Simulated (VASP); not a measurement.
Method: HSE06 screened hybrid, VASP's PBE PAW potentials (set 64) (plane waves; VASP).

Input for VASP

**POSCAR**
```
VC31Si31
8.7583310
  1.0000000497   0.0000000000   0.0000000000
  0.0000000000   1.0000000497   0.0000000000
  0.0000000000   0.0000000000   1.0000000497
Si C V
31 31 1
Cartesian
  0.4985146607   0.0008479597   0.0013457681
  0.7497442238   0.2501434870   0.0005948222
  0.7496935129   0.0001414396   0.2507119003
  0.9996357476   0.0000989157   0.0006919227
  0.2490152904   0.2483004637   0.0001125044
  0.4995604516   0.5001984430   0.9989854678
  0.7514640917   0.7507163572   0.0000201572
  0.2490596329   0.9995137684   0.2488712505
  0.4943025103   0.2472100412   0.2476827945
  0.7526437866   0.5055136987   0.2476061230
  0.4995632058   0.9984413737   0.5008523004
  0.7527984249   0.2469494540   0.5063119507
  0.7515097304   0.9993681571   0.7513428507
  0.9990122198   0.5013501059   0.0013651287
  0.2502866259   0.7495848494   0.0003013186
  0.9996619291   0.2500862371   0.2506577492
  0.2495793731   0.5009119651   0.2494156828
  0.4989068720   0.7501539438   0.2494039237
  0.9990793346   0.0006712581   0.5019319740
  0.2496216582   0.2488738784   0.5014321096
  0.7508817295   0.7500829152   0.5014438481
  0.2502228855   0.9996951829   0.7501201328
  0.4988768236   0.2488932691   0.7507458372
  0.7508907511   0.5009168161   0.7507215769
  0.0002906047   0.7507720464   0.2488768177
  0.0013404042   0.5001570529   0.5007352660
  0.2516620456   0.7480922269   0.5013832802
  0.0003349900   0.2482899675   0.7513231782
  0.2516515444   0.5008425897   0.7486610976
  0.4989003767   0.7481104856   0.7487279662
  0.0000833195   0.7494495788   0.7500688222
  0.6249920641   0.1267640183   0.1272736833
  0.8731254891   0.3747658155   0.1272047268
  0.8731831013   0.1266257378   0.3754787591
  0.1239283343   0.1248966837   0.1255420301
  0.3745530433   0.3758366143   0.1244653420
  0.6239250404   0.6252126618   0.1244195091
  0.8747960835   0.8758704085   0.1255473411
  0.3746446634   0.1239672705   0.3763603422
  0.8758665209   0.6251496609   0.3763817980
  0.6239836240   0.1238126502   0.6258796336
  0.8758649709   0.3758208781   0.6257929937
  0.8748414211   0.1249014630   0.8764180145
  0.1238829204   0.6253472515   0.1246063522
  0.3745865576   0.8759966965   0.1246612048
  0.1254202083   0.3745375880   0.3751554309
  0.3712993517   0.6284462443   0.3697253655
  0.6251471308   0.8743413117   0.3751862428
  0.1239558140   0.1239942222   0.6258415510
  0.3713550637   0.3691661237   0.6289764266
  0.6305106527   0.6285090160   0.6290397340
  0.8757671169   0.8758125435   0.6257951123
  0.3744815090   0.1240705623   0.8764757406
  0.6251734357   0.3745367546   0.8749566664
  0.8757523473   0.6252775557   0.8764580960
  0.1239415441   0.8758679594   0.3765217283
  0.1250335957   0.6248098998   0.6254004971
  0.3748963651   0.8747327912   0.6255032161
  0.1239638730   0.3759211350   0.8764944947
  0.3748508181   0.6248915013   0.8753025522
  0.6238016040   0.8758262873   0.8764479976
  0.1246676209   0.8750683455   0.8756820880
  0.5102319180   0.4895769927   0.4901192322
```

### INCAR
```
ENCUT  =  400   # plane-wave cut-off (eV)
SIGMA  =  0.05
ALGO  =  Normal   # blocked Davidson
LHFCALC  =  .TRUE.
PRECFOCK  =  Fast
LREAL  =  Auto
EDIFF  =  1E-5
ISYM  =  0
AEXX  =  0.25
NUPDOWN  =  3
LASPH  =  .TRUE.   # aspherical one-centre terms
SYSTEM  =  VC31Si31
MAGMOM  =  63*0.0476
PREC  =  Normal
NELM  =  50   # most electronic steps
LCHARG  =  .FALSE.
ISPIN  =  2   # spin-polarised
GGA  =  PE
LMAXMIX  =  4   # l cut-off of mixed one-centre charges
ISMEAR  =  0   # Gaussian
NELMIN  =  4
ISIF  =  0
HFSCREEN  =  0.2
LWAVE  =  .FALSE.
LORBIT  =  10
```

KPOINTS:
```
Automatic mesh
0
gamma
  1 1 1
0 0 0
```

POTCAR, in this order: Si C V_sv (PBE.64 set). Program: vasp_gam. Read from the step before: WAVECAR.

Output

### OSZICAR
```
       N       E                     dE             d eps       ncg     rms          rms(c)
DAV:   1    -0.546217217297E+03   -0.54622E+03   -0.10027E+01   680   0.829E+00    0.147E+01
DAV:   2    -0.546323724176E+03   -0.10651E+00   -0.94241E-01   744   0.229E+00    0.106E+01
DAV:   3    -0.546277898053E+03    0.45826E-01   -0.28579E-01   760   0.233E+00    0.647E+00
DAV:   4    -0.546285556771E+03   -0.76587E-02   -0.72224E-02   776   0.774E-01    0.369E+00
DAV:   5    -0.546288207746E+03   -0.26510E-02   -0.50888E-02   800   0.521E-01    0.217E+00
DAV:   6    -0.546285811557E+03    0.23962E-02   -0.20534E-02   776   0.550E-01    0.132E+00
DAV:   7    -0.546286154930E+03   -0.34337E-03   -0.42934E-03   768   0.222E-01    0.736E-01
DAV:   8    -0.546286461327E+03   -0.30640E-03   -0.32944E-03   768   0.101E-01    0.424E-01
DAV:   9    -0.546286314461E+03    0.14687E-03   -0.12552E-03   752   0.140E-01    0.274E-01
DAV:  10    -0.546286285025E+03    0.29435E-04   -0.43846E-04   740   0.705E-02    0.148E-01
DAV:  11    -0.546286292504E+03   -0.74788E-05   -0.18910E-04   744   0.266E-02    0.860E-02
DAV:  12    -0.546286277075E+03    0.15429E-04   -0.83761E-05   632   0.326E-02    0.601E-02
DAV:  13    -0.546286270814E+03    0.62606E-05   -0.26078E-05   548   0.204E-02
   1 F= -.54628627E+03 E0= -.54628627E+03  d E =-.698682E-22  mag=     3.0000
```

File OUTCAR:
```
------------------------ aborting loop because EDIFF is reached ----------------------------------------
  volume of cell :      671.84
      direct lattice vectors                 reciprocal lattice vectors
     8.758331436  0.000000000  0.000000000     0.114176999  0.000000000  0.000000000
     0.000000000  8.758331436  0.000000000     0.000000000  0.114176999  0.000000000
     0.000000000  0.000000000  8.758331436     0.000000000  0.000000000  0.114176999
  FREE ENERGIE OF THE ION-ELECTRON SYSTEM (eV)
  ---------------------------------------------------
  free  energy   TOTEN  =      -546.2862708143 eV

  energy  without entropy=     -546.2862708143  energy(sigma->0) =     -546.28627081

  exchange ACFDT corr.  =         0.00000000  see jH, gK, PRB 81, 115126

 total charge

# of ion       s       p       d       tot
------------------------------------------
    1        0.711   0.975   0.000   1.686
    2        0.709   0.976   0.000   1.685
    3        0.709   0.976   0.000   1.684
    4        0.708   0.979   0.000   1.687
    5        0.711   0.970   0.000   1.681
    6        0.708   0.978   0.000   1.686
    7        0.711   0.970   0.000   1.680
    8        0.711   0.970   0.000   1.680
    9        0.734   0.914   0.000   1.648
   10        0.734   0.914   0.000   1.648
   11        0.708   0.978   0.000   1.686
   12        0.734   0.914   0.000   1.649
   13        0.711   0.970   0.000   1.680
   14        0.710   0.975   0.000   1.686
   15        0.708   0.974   0.000   1.681
   16        0.709   0.976   0.000   1.685
   17        0.708   0.979   0.000   1.687
   18        0.708   0.979   0.000   1.687
   19        0.711   0.976   0.000   1.686
   20        0.708   0.979   0.000   1.687
   21        0.708   0.979   0.000   1.687
   22        0.708   0.974   0.000   1.682
   23        0.708   0.979   0.000   1.687
   24        0.708   0.978   0.000   1.686
   25        0.711   0.970   0.000   1.680
   26        0.708   0.978   0.000   1.686
   27        0.706   0.971   0.000   1.677
   28        0.711   0.969   0.000   1.680
   29        0.706   0.971   0.000   1.677
   30        0.706   0.971   0.000   1.677
   31        0.708   0.974   0.000   1.682
   32        0.836   1.702   0.000   2.538
   33        0.836   1.703   0.000   2.539
   34        0.836   1.702   0.000   2.538
   35        0.833   1.719   0.000   2.552
   36        0.840   1.697   0.000   2.537
   37        0.840   1.697   0.000   2.537
   38        0.833   1.719   0.000   2.552
   39        0.840   1.696   0.000   2.537
   40        0.840   1.696   0.000   2.537
   41        0.840   1.697   0.000   2.537
   42        0.840   1.697   0.000   2.537
   43        0.833   1.719   0.000   2.552
   44        0.835   1.717   0.000   2.552
   45        0.835   1.717   0.000   2.552
   46        0.836   1.707   0.000   2.543
   47        0.850   1.694   0.000   2.544
   48        0.836   1.707   0.000   2.543
   49        0.835   1.717   0.000   2.552
   50        0.850   1.694   0.000   2.544
   51        0.850   1.694   0.000   2.544
   52        0.835   1.717   0.000   2.552
   53        0.835   1.717   0.000   2.552
   54        0.836   1.707   0.000   2.543
   55        0.835   1.717   0.000   2.553
   56        0.845   1.684   0.000   2.529
   57        0.834   1.719   0.000   2.553
   58        0.834   1.719   0.000   2.553
   59        0.845   1.684   0.000   2.529
   60        0.834   1.719   0.000   2.553
   61        0.845   1.684   0.000   2.529
   62        0.837   1.708   0.000   2.545
   63        2.299   6.200   3.106  11.605
--------------------------------------------------
tot         50.334  89.103   3.106 142.542

 magnetization (x)

# of ion       s       p       d       tot
------------------------------------------
    1       -0.000   0.003   0.000   0.003
    2       -0.000   0.002   0.000   0.002
    3       -0.000   0.002   0.000   0.002
    4       -0.000   0.002   0.000   0.002
    5        0.000   0.004   0.000   0.004
    6       -0.000   0.002   0.000   0.002
    7        0.000   0.004   0.000   0.004
    8        0.000   0.004   0.000   0.004
    9       -0.001   0.009   0.000   0.008
   10       -0.001   0.010   0.000   0.008
   11       -0.000   0.002   0.000   0.002
   12       -0.001   0.010   0.000   0.008
   13        0.000   0.004   0.000   0.004
   14       -0.000   0.003   0.000   0.003
   15       -0.000   0.002   0.000   0.002
   16       -0.000   0.002   0.000   0.002
   17        0.002   0.005   0.000   0.007
   18        0.002   0.005   0.000   0.007
   19       -0.000   0.003   0.000   0.003
   20        0.002   0.005   0.000   0.007
   21        0.002   0.005   0.000   0.007
   22       -0.000   0.002   0.000   0.002
...
```
(Selected blocks of OUTCAR.)

The supercell is sampled at Γ alone, which is coarse: total energies, pressure and levels can be off, energies of defects by several tenths of an eV.

The cell is a supercell with a defect, built from SiC (zinc blende): V_Si-vac_C. The cell's shape comes from a PBE relaxation.
